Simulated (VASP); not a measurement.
MnGa23N24 (a cell with a defect): relaxation of the atoms with PBE

The system is MnGa23N24 (a cell with a defect).

```
Mn Ga N
1.0
    -3.21772   -5.57326    5.24406
     6.43545    0.00000    5.24406
    -3.21773    5.57326    5.24406
Mn Ga N
1 23 24
Direct
  0.83551 0.50912 0.67006
  0.66640 0.33306 0.99973
  0.99973 0.66640 0.33306
  0.66640 0.83306 0.49973
  0.99973 0.16640 0.83306
  0.16640 0.33306 0.49973
  0.49973 0.66640 0.83306
  0.83306 0.99973 0.16640
  0.33306 0.49973 0.16640
  0.33306 0.99973 0.66640
  0.16640 0.83306 0.99973
  0.49973 0.16640 0.33306
  0.66640 0.49973 0.33306
  0.49973 0.33306 0.66640
  0.83306 0.66640 0.99973
  0.49973 0.83306 0.16640
  0.83306 0.16640 0.49973
  0.99973 0.33306 0.16640
  0.33306 0.66640 0.49973
  0.66640 0.99973 0.83306
  0.16640 0.49973 0.83306
  0.16640 0.99973 0.33306
  0.99973 0.83306 0.66640
  0.33306 0.16640 0.99973
  0.62527 0.29194 0.45860
  0.45860 0.12527 0.79194
  0.79194 0.45860 0.12527
  0.45860 0.62527 0.29194
  0.79194 0.95860 0.62527
  0.95860 0.12527 0.29194
  0.29194 0.45860 0.62527
  0.62527 0.79194 0.95860
  0.12527 0.29194 0.95860
  0.12527 0.79194 0.45860
  0.96317 0.62446 0.78676
  0.29194 0.95860 0.12527
  0.78260 0.62818 0.45838
  0.62760 0.44896 0.79404
  0.95860 0.79194 0.12527
  0.62527 0.95860 0.29194
  0.95643 0.28783 0.62250
  0.12527 0.45860 0.29194
  0.45860 0.79194 0.62527
  0.79194 0.12527 0.95860
  0.29194 0.62527 0.95860
  0.29194 0.12527 0.45860
  0.12527 0.95860 0.79194
  0.45860 0.29194 0.12527
```

```json
{"Program": "VASP 6.6.1", "Task": "relaxation of the atoms", "Functional": "PBE", "Potentials or basis": "VASP PAW PBE potentials, release 64 (Mn_pv, Ga_d, N)", "Cutoff": "450 eV", "k mesh": "2 × 2 × 2", "Occupations": "gaussian, width 0.01 eV", "Spin": "collinear spin, ferromagnetic start", "Monkhorst-Pack mesh": "yes"}
```

The energy gained by relaxing is 4.4 meV/atom and the ionic steps are 12. The largest force after relaxing is 0.020 eV/Å. The net moment is 4.00 μB per cell and the site moments are Mn +3.47; Ga +0.01, +0.00, -0.00; N +0.00, -0.00, -0.01, +0.01, +0.02 μB. The valence electrons inside the program's atomic spheres are Mn 11.63; Ga 11.80, 11.82, 11.83, 11.81, 11.79; N 3.71, 3.72.

Forces in eV/Å, atoms in the order of the input:
```
Mn   0.001 -0.014 -0.015
Ga   0.002 -0.008  0.003
Ga   0.010 -0.006 -0.003
Ga   0.001  0.002 -0.001
Ga   0.004  0.002 -0.006
Ga   0.003 -0.002  0.006
Ga   0.001  0.005  0.001
Ga   0.001  0.000  0.001
Ga   0.004  0.004 -0.001
Ga  -0.004  0.002  0.002
Ga  -0.002  0.002 -0.001
Ga  -0.004 -0.005  0.007
Ga   0.012 -0.005 -0.002
Ga  -0.001 -0.003  0.012
Ga   0.009  0.005 -0.002
Ga  -0.001 -0.004  0.000
Ga  -0.007  0.001 -0.001
Ga  -0.003  0.003  0.005
Ga   0.006 -0.008 -0.002
Ga   0.000  0.009 -0.002
Ga  -0.012  0.006 -0.004
Ga   0.004 -0.006  0.005
Ga  -0.001 -0.005 -0.001
Ga  -0.006  0.003 -0.001
N   -0.006 -0.005  0.008
N    0.003  0.000 -0.001
N    0.003 -0.010  0.011
N    0.004  0.000 -0.001
N   -0.001  0.005  0.001
N   -0.003  0.006  0.011
N    0.000  0.000  0.001
N    0.005 -0.004 -0.006
N   -0.006  0.004 -0.006
N    0.005 -0.004  0.001
N   -0.005  0.001  0.005
N   -0.001  0.000  0.003
N    0.002  0.001 -0.006
N   -0.017  0.002 -0.002
N   -0.001 -0.002 -0.009
N    0.000  0.002  0.002
N    0.011  0.000  0.003
N    0.001  0.009  0.001
N   -0.003  0.007 -0.006
N   -0.010 -0.001 -0.005
N   -0.001 -0.004 -0.012
N    0.002  0.008  0.007
N    0.003 -0.002 -0.001
N    0.000  0.008  0.000
```

Step by step:
```
step  energy change (eV)  largest force (eV/Å)  pressure (GPa)
   1              0.0000                1.6240           -0.38
   2             -0.1693                0.3871           -0.45
   3             -0.1771                0.3292           -0.47
   4             -0.1978                0.1575           -0.47
   5             -0.1980                0.1591           -0.47
   6             -0.2053                0.0972           -0.47
   7             -0.2068                0.1009           -0.47
   8             -0.2105                0.0476           -0.47
   9             -0.2109                0.0634           -0.47
  10             -0.2121                0.0267           -0.47
  11             -0.2121                0.0287           -0.47
  12             -0.2126                0.0202           -0.47
```

Final structure:
```yaml
crystal:
  lattice:
    - [-3.21772, -5.57326, 5.24406]
    - [6.43545, 0.00000, 5.24406]
    - [-3.21773, 5.57326, 5.24406]
  atoms:
    - { symbol: Mn, position: [0.83398, 0.49964, 0.66548] }
    - { symbol: Ga, position: [0.66619, 0.33264, 0.99845] }
    - { symbol: Ga, position: [0.99902, 0.66711, 0.33410] }
    - { symbol: Ga, position: [0.66463, 0.83617, 0.49948] }
    - { symbol: Ga, position: [0.00068, 0.16452, 0.83614] }
    - { symbol: Ga, position: [0.16539, 0.33335, 0.50105] }
    - { symbol: Ga, position: [0.50047, 0.66530, 0.83129] }
    - { symbol: Ga, position: [0.83263, 0.99928, 0.16711] }
    - { symbol: Ga, position: [0.33265, 0.49942, 0.16679] }
    - { symbol: Ga, position: [0.33245, 0.99950, 0.66649] }
    - { symbol: Ga, position: [0.16700, 0.83200, 0.99972] }
    - { symbol: Ga, position: [0.49942, 0.16730, 0.33235] }
    - { symbol: Ga, position: [0.66594, 0.50097, 0.33382] }
    - { symbol: Ga, position: [0.49811, 0.33133, 0.66578] }
    - { symbol: Ga, position: [0.83358, 0.66506, 0.99753] }
    - { symbol: Ga, position: [0.49985, 0.83263, 0.16580] }
    - { symbol: Ga, position: [0.83285, 0.16725, 0.50132] }
    - { symbol: Ga, position: [0.99944, 0.33328, 0.16672] }
    - { symbol: Ga, position: [0.33282, 0.66652, 0.49947] }
    - { symbol: Ga, position: [0.66668, 0.99926, 0.83332] }
    - { symbol: Ga, position: [0.16851, 0.49897, 0.83260] }
    - { symbol: Ga, position: [0.16671, 0.00030, 0.33262] }
    - { symbol: Ga, position: [0.00045, 0.83442, 0.66502] }
    - { symbol: Ga, position: [0.33345, 0.16615, 0.99973] }
    - { symbol: N, position: [0.62536, 0.29231, 0.45822] }
    - { symbol: N, position: [0.45844, 0.12389, 0.79205] }
    - { symbol: N, position: [0.79151, 0.45870, 0.12509] }
    - { symbol: N, position: [0.45816, 0.62533, 0.29184] }
    - { symbol: N, position: [0.79181, 0.95936, 0.62548] }
    - { symbol: N, position: [0.95837, 0.12559, 0.29289] }
    - { symbol: N, position: [0.29201, 0.45847, 0.62439] }
    - { symbol: N, position: [0.62581, 0.79071, 0.95773] }
    - { symbol: N, position: [0.12587, 0.29203, 0.95958] }
    - { symbol: N, position: [0.12564, 0.79283, 0.45770] }
    - { symbol: N, position: [0.96302, 0.62495, 0.78711] }
    - { symbol: N, position: [0.29202, 0.95836, 0.12498] }
    - { symbol: N, position: [0.78942, 0.63088, 0.45928] }
    - { symbol: N, position: [0.62228, 0.45564, 0.78994] }
    - { symbol: N, position: [0.95840, 0.79112, 0.12434] }
    - { symbol: N, position: [0.62405, 0.95993, 0.29095] }
    - { symbol: N, position: [0.95999, 0.28917, 0.63082] }
    - { symbol: N, position: [0.12414, 0.45882, 0.29299] }
    - { symbol: N, position: [0.45786, 0.79231, 0.62490] }
    - { symbol: N, position: [0.79184, 0.12460, 0.95967] }
    - { symbol: N, position: [0.29292, 0.62472, 0.95896] }
    - { symbol: N, position: [0.29179, 0.12578, 0.45863] }
    - { symbol: N, position: [0.12585, 0.95760, 0.79283] }
    - { symbol: N, position: [0.45834, 0.29223, 0.12506] }
```

Levels at points of the mesh, in eV from the valence-band top:
Spin up:
```
           k point  band 214  band 215  band 216  band 217  band 218  band 219  band 220  band 221  band 222  band 223
(0.25, 0.25, 0.25)     -1.43     -1.29     -1.15     -0.08     -0.04      0.13      1.93      3.15      3.21      3.21
```
Spin down:
```csv
k point,band 210,band 211,band 212,band 213,band 214,band 215,band 216,band 217,band 218,band 219
"(0.25, 0.25, 0.25)",-1.95,-1.91,-1.90,-1.32,-1.31,1.56,1.67,1.74,1.95,2.15
```

Core levels (eV, on the scale of the bands):
```csv
atom,levels
1 Mn,"1s -6416.7, 2s -731.6, 2p -617.8, 3s -73.3"
2 Ga,"1s -10217.3, 2s -1250.7, 2p -1087.2, 3s -137.0, 3p -87.8"
3 Ga,"1s -10217.3, 2s -1250.7, 2p -1087.2, 3s -137.0, 3p -87.8"
4 Ga,"1s -10217.3, 2s -1250.7, 2p -1087.1, 3s -137.0, 3p -87.7"
5 Ga,"1s -10217.3, 2s -1250.7, 2p -1087.1, 3s -137.0, 3p -87.7"
6 Ga,"1s -10217.3, 2s -1250.7, 2p -1087.2, 3s -137.0, 3p -87.8"
```

Wall time 96 min on 1 × NVIDIA H100 80GB with 1 thread of AMD EPYC 7R13 Processor (Zen 3), on a shared host, peak memory 1.8 GiB.

Caveat: the cutoff is under 1.25 times the usual one of these potentials, so pressure, stress and relaxed cells hold a basis-set (Pulay) error; only a ferromagnetic start was run, and an antiferromagnetic order may lie lower in energy.
